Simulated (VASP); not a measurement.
Given:

```
CELL_PARAMETERS angstrom
      2.68588     0.04029     0.00000
      0.04029     2.68588     0.00000
      0.00000     0.00000     3.71297
ATOMIC_POSITIONS crystal
  Fe 0.00000 0.00000 0.00000
  Pt 0.50000 0.50000 0.50000
```
Starting moments (μB, in the order of the record's atoms Fe Pt): 2.9 0.3.

Level of theory: PBEsol GGA, VASP's PBE PAW potentials (set 64) (plane waves; VASP). Settings: 480 eV cut-off, 12×12×10 Γ-centred mesh, first-order Methfessel-Paxton smearing of 0.10 eV, potentials Fe Pt.

Task: Give the stress tensor in GPa (positive for a compressed cell).

Result: 
```
 0.27  -1.76   0.00
-1.76   0.27   0.00
 0.00   0.00   0.38
```
The pressure is its mean diagonal, 0.30 GPa.

The compound is FePt in the L1_0 structure. This cell was strained or had an atom moved on purpose.
